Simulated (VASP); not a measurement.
# SiSnH6 in VASP: reference runs

How does SiSnH6 come out in PBE? The cell is run as given.

All numbers are computed with VASP 6.6.1; they aren't measurements. Logs are shortened: lines on timing, memory, paths and dates and some standing lists are left out, and cuts for length are marked.

**1. Starting point**

The cell holds a molecule in a box, 8 atoms: a = 14.000 Å, b = 12.000 Å, c = 13.000 Å, α = 90.00°, β = 90.00°, γ = 90.00°.

**2. Single point, PBE**

File INCAR:

```
SYSTEM = SiSnH6
PREC     = Accurate       ! precision mode
ENCUT    = 520            ! plane-wave cutoff, eV
EDIFF    = 1E-7           ! SCF threshold, eV
ISMEAR   = 0              ! smearing method
SIGMA    = 0.01           ! smearing width, eV
LREAL    = .False.        ! projectors in reciprocal space
LASPH    = .True.         ! aspherical terms in the spheres
NELM     = 100            ! most SCF steps
ALGO     = Normal         ! electronic algorithm
ISIF     = 2              ! what is computed and relaxed
LWAVE    = .False.        ! write WAVECAR
LCHARG   = .False.        ! write CHGCAR
GGA      = PE             ! functional
NBANDS   = 22             ! bands
```

File KPOINTS:

```
regular mesh
0
Gamma
  1 1 1
  0 0 0
```

File POSCAR:

```
SiSnH6
1.0
   14.0000000000      0.0000000000      0.0000000000
    0.0000000000     12.0000000000      0.0000000000
    0.0000000000      0.0000000000     13.0000000000
Si Sn H
1 1 6
Direct
    0.4491571400      0.5182625000      0.4119923100
    0.5372714300      0.4973708300      0.5835000000
    0.3456928600      0.5377541700      0.4304230800
    0.4603642900      0.4154875000      0.3492846200
    0.4884642900      0.6141875000      0.3532846200
    0.5257500000      0.6153125000      0.6559461500
    0.6561642900      0.4739291700      0.5637307700
    0.4923500000      0.3881875000      0.6524615400
```

Potentials or basis: VASP PAW PBE potentials, release 64 (Si, Sn_d, H).

Started as:

```console
$ cat potpaw_PBE.64/Si/POTCAR potpaw_PBE.64/Sn_d/POTCAR potpaw_PBE.64/H/POTCAR > POTCAR
$ mpirun -np 1 vasp_gam > vasp.out
```

OUTCAR:

```text
SYSTEM = SiSnH6
   PREC = Accurate
   ENCUT = 520
   EDIFF = 1E-7
   ISMEAR = 0
   LREAL = .False.
   LASPH = .True.
   NELM = 100
   ISIF = 2
   GGA = PE

 ion  position               nearest neighbor table
   1  0.449  0.518  0.412-   4 1.49   3 1.49   5 1.49   2 2.56
   2  0.537  0.497  0.584-   7 1.71   8 1.71   6 1.71   1 2.56
   3  0.346  0.538  0.430-   1 1.49
   4  0.460  0.415  0.349-   1 1.49
   5  0.488  0.614  0.353-   1 1.49
   6  0.526  0.615  0.656-   2 1.71
   7  0.656  0.474  0.564-   2 1.71
   8  0.492  0.388  0.652-   2 1.71

  LATTYP: Found a simple orthorhombic cell.
 ALAT       =    12.0000000000
 B/A-ratio  =     1.0833333333
 C/A-ratio  =     1.1666666667

  Lattice vectors:

 A1 = (   0.0000000000,  12.0000000000,   0.0000000000)
 A2 = (   0.0000000000,   0.0000000000,  13.0000000000)
 A3 = (  14.0000000000,   0.0000000000,   0.0000000000)

Analysis of symmetry for initial positions (statically):
=====================================================================
 Subroutine PRICEL returns:
 Original cell was already a primitive cell.

 Routine SETGRP: Setting up the symmetry group for a
 simple orthorhombic supercell.

 Subroutine GETGRP returns: Found  1 space group operations
 (whereof  1 operations were pure point group operations)
 out of a pool of  8 trial point group operations.

The static configuration has the point symmetry C_1 .

Analysis of symmetry for dynamics (positions and initial velocities):
=====================================================================
 Subroutine PRICEL returns:
 Original cell was already a primitive cell.

 Routine SETGRP: Setting up the symmetry group for a
 simple orthorhombic supercell.

 Subroutine GETGRP returns: Found  1 space group operations
 (whereof  1 operations were pure point group operations)
 out of a pool of  8 trial point group operations.

The dynamic configuration has the point symmetry C_1 .

 Subroutine INISYM returns: Found  1 space group operations
 (whereof  1 operations are pure point group operations),
 and found     1 'primitive' translations

----------------------------------------------------------------------------------------

                                     Primitive cell

  volume of cell :    2184.0000

  direct lattice vectors                    reciprocal lattice vectors
    14.000000000  0.000000000  0.000000000     0.071428571  0.000000000  0.000000000
     0.000000000 12.000000000  0.000000000     0.000000000  0.083333333  0.000000000
     0.000000000  0.000000000 13.000000000     0.000000000  0.000000000  0.076923077

  length of vectors
    14.000000000 12.000000000 13.000000000     0.071428571  0.083333333  0.076923077

  position of ions in fractional coordinates (direct lattice)
     0.449157140  0.518262500  0.411992310
     0.537271430  0.497370830  0.583500000
     0.345692860  0.537754170  0.430423080
     0.460364290  0.415487500  0.349284620
     0.488464290  0.614187500  0.353284620
     0.525750000  0.615312500  0.655946150
     0.656164290  0.473929170  0.563730770
     0.492350000  0.388187500  0.652461540

  ion indices of the primitive-cell ions
   primitive index   ion index
                 1           1
                 2           2
                 3           3
                 4           4
                 5           5
                 6           6
                 7           7
                 8           8

----------------------------------------------------------------------------------------

 KPOINTS: regular mesh

Automatic generation of k-mesh.
 Grid dimensions read from file:
 generate k-points for:    1    1    1

 Generating k-lattice:

  Cartesian coordinates                     Fractional coordinates (reciprocal lattice)
     0.071428571  0.000000000  0.000000000     1.000000000  0.000000000  0.000000000
     0.000000000  0.083333333  0.000000000     0.000000000  1.000000000  0.000000000
     0.000000000  0.000000000  0.076923077     0.000000000  0.000000000  1.000000000

  Length of vectors
     0.071428571  0.083333333  0.076923077

  Shift w.r.t. Gamma in fractional coordinates (k-lattice)
     0.000000000  0.000000000  0.000000000

 Subroutine IBZKPT returns following result:
 ===========================================

 Found      1 irreducible k-points:

 Following reciprocal coordinates:
            Coordinates               Weight
  0.000000  0.000000  0.000000      1.000000
   k-points           NKPTS =      1   k-points in BZ     NKDIM =      1   number of bands    NBANDS=     22
   number of dos      NEDOS =    301   number of ions     NIONS =      8
   total plane-waves  NPLWV = 952560
   dimension x,y,z NGX =   108 NGY =   90 NGZ =   98
   dimension x,y,z NGXF=   216 NGYF=  180 NGZF=  196
   ions per type =               1   1   6
   NGX,Y,Z   is equivalent  to a cutoff of  12.82, 12.47, 12.53 a.u.
   NGXF,Y,Z  is equivalent  to a cutoff of  25.65, 24.94, 25.06 a.u.
 SYSTEM =  SiSnH6
   PREC   = accura    normal or accurate (medium, high low for compatibility)
   ISTART =      0    job   : 0-new  1-cont  2-samecut
   ICHARG =      2    charge: 1-file 2-atom 10-const
   ISPIN  =      1    spin polarized calculation?
   LNONCOLLINEAR =      F non collinear calculations
   LSORBIT =      F    spin-orbit coupling
   LASPH  =      T    aspherical Exc in radial PAW
   ENCUT  =  520.0 eV  38.22 Ry    6.18 a.u.  26.03 22.31 24.17*2*pi/ulx,y,z
   NELM   =    100;   NELMIN=  2; NELMDL= -5     # of ELM steps
   EDIFF  = 0.1E-06   stopping-criterion for ELM
   LREAL  =      F    real-space projection
   EDIFFG = 0.1E-05   stopping-criterion for IOM
   NSW    =      0    number of steps for IOM
   IBRION =     -1    ionic relax: 0-MD 1-quasi-New 2-CG
   NFREE  =      0    steps in history (QN), initial steepest desc. (CG)
   ISIF   =      2    stress and relaxation
   ISYM   =      2    0-nonsym 1-usesym 2-fastsym
   POTIM  = 0.5000    time-step for ionic-motion
   TEBEG  =    0.0;   TEEND  =   0.0 temperature during run
   PSTRESS=    0.0 pullay stress
   NELECT =      24.0000    total number of electrons
   NUPDOWN=      -1.0000    fix difference up-down
   EMIN   =  10.00;   EMAX   =-10.00  energy-range for DOS
   EFERMI =   0.00;   METHOD = LEGACY
   ISMEAR =     0;   SIGMA  =   0.01  broadening in eV -4-tet -1-fermi 0-gaus
   EFERMI_NEDOS =   21; number of points for ismear=-14 and -15
   IALGO  =     38    algorithm
   IMIX   =      4    mixing-type and parameters
     AMIX     =   0.40;   BMIX     =  1.00
     AMIX_MAG =   1.60;   BMIX_MAG =  1.00
  volume/ion in A,a.u.               =     273.00      1842.29
  Fermi-wavevector in a.u.,A,eV,Ry     =   0.363966  0.687796  1.802383  0.132471
  Thomas-Fermi vector in A             =   1.286425
   LORBIT       =      0    0 simple, 1 ext, 2 COOP (PROOUT), +10 PAW based schemes
   GGA     = PE    functional components
   LHFCALC =     F    Hartree Fock is set to
   AEXX    =    0.0000 exact exchange contribution
   IVDW    =     0    specifies the selected vdW correction
   LEPSILON=     F    determine dielectric tensor
   LRPA    =     F    only Hartree local field effects (RPA)
 non-spin polarized calculation
 Gauss-broadening in eV      SIGMA  =   0.01
  energy-cutoff  :      520.00
  volume of cell :     2184.00
 maximum number of plane-waves:     29381
 NGX is ok and might be reduce to   108
   NGX = 53   NGY = 45   NGZ = 49

 number of electron      23.9999991 magnetization

 Free energy of the ion-electron system (eV)
  ---------------------------------------------------
  ext. energy  EPLUGINS =         0.00000000
  ---------------------------------------------------
  free energy    TOTEN  =       -28.33190821 eV

  energy without entropy =      -28.33190821  energy(sigma->0) =      -28.33190821

 E-fermi :  -6.6220     XC(G=0):  -0.7710

 val. band max:       -6.6754613170   @ k =   0.0000   0.0000   0.0000
 cond. band min:      -0.7469492607   @ k =   0.0000   0.0000   0.0000
 fundamental gap:      5.9285120563
 Fermi energy:        -6.6220423927

 k-point     1 :       0.0000    0.0000    0.0000
  band No.  band energies     occupation
      1     -25.2981      2.00000
      2     -25.2981      2.00000
      3     -25.2547      2.00000
      4     -25.1783      2.00000
      5     -25.1782      2.00000
      6     -13.4655      2.00000
      7     -11.9372      2.00000
      8      -8.4245      2.00000
      9      -8.4241      2.00000
     10      -7.5330      2.00000
     11      -7.5326      2.00000
     12      -6.6755      2.00000
     13      -0.7469      0.00000
     14      -0.5095      0.00000
     15      -0.4081      0.00000
     16      -0.4071      0.00000
     17       0.2633      0.00000
     18       0.3313      0.00000
     19       0.3698      0.00000
     20       0.6066      0.00000
     21       0.6931      0.00000
     22       0.7403      0.00000

------------------------ aborting loop because EDIFF is reached ----------------------------------------

  FORCE on cell =-STRESS in cart. coord.  units (eV):
  Direction    XX          YY          ZZ          XY          YZ          ZX
  --------------------------------------------------------------------------------------
  -------------------------------------------------------------------------------------
  Total        0.5261365      0.5315176      0.5052418      0.0017073      0.0032204     -0.0142388
  in kB        0.3859725      0.3899200      0.3706442      0.0012525      0.0023624     -0.0104456
  external PRESSURE =       0.3821789 kB  Pullay stress =       0.0000000 kB

 VOLUME and BASIS-vectors are now :
 -----------------------------------------------------------------------------
  energy-cutoff  :      520.00
  volume of cell :     2184.00
      direct lattice vectors                 reciprocal lattice vectors
    14.000000000  0.000000000  0.000000000     0.071428571  0.000000000  0.000000000
     0.000000000 12.000000000  0.000000000     0.000000000  0.083333333  0.000000000
     0.000000000  0.000000000 13.000000000     0.000000000  0.000000000  0.076923077

 POSITION                                       TOTAL-FORCE (eV/Angst)
 -----------------------------------------------------------------------------------
      6.28820      6.21915      5.35590        -0.001610      0.000919     -0.002609
      7.52180      5.96845      7.58550        -0.024482      0.006082     -0.043601
      4.83970      6.45305      5.59550        -0.120494      0.019479      0.012381
      6.44510      4.98585      4.54070         0.008855     -0.098892     -0.072190
      6.83850      7.37025      4.59270         0.040545      0.092755     -0.068175
      7.36050      7.38375      8.52730        -0.012663      0.139424      0.099682
      9.18630      5.68715      7.32850         0.169313     -0.028491     -0.020022
      6.89290      4.65825      8.48200        -0.059464     -0.131277      0.094533
 -----------------------------------------------------------------------------------
    total drift:                                0.000473     -0.000253     -0.000254

  FREE ENERGIE OF THE ION-ELECTRON SYSTEM (eV)
  ---------------------------------------------------
  free  energy   TOTEN  =       -28.3319082137 eV

  energy  without entropy=      -28.3319082137  energy(sigma->0) =      -28.33190821
```

Run time: 3.7 min. Hardware: 1 thread of Intel Xeon Platinum 8259CL at 2.50GHz (Skylake/Cascade Lake), shared host; peak memory 1.5 GiB.

Results:

```yaml
Free_energy: -28.3319 eV
Largest_force: 0.173 eV/Å
Gap_between_the_frontier_levels: 5.93 eV
```

Forces in eV/Å, atoms in the order of the input:
```
Si  -0.002  0.001 -0.003
Sn  -0.024  0.006 -0.044
H   -0.120  0.019  0.012
H    0.009 -0.099 -0.072
H    0.041  0.093 -0.068
H   -0.013  0.139  0.100
H    0.169 -0.028 -0.020
H   -0.059 -0.131  0.095
```

Levels at points of the mesh, in eV from the valence-band top:
```
           k point  band 10  band 11  band 12  band 13  band 14  band 15
(0.00, 0.00, 0.00)    -0.86    -0.86     0.00     5.93     6.17     6.27
```

Caveat: spin-orbit coupling is left out, which moves the levels of the heavy elements.
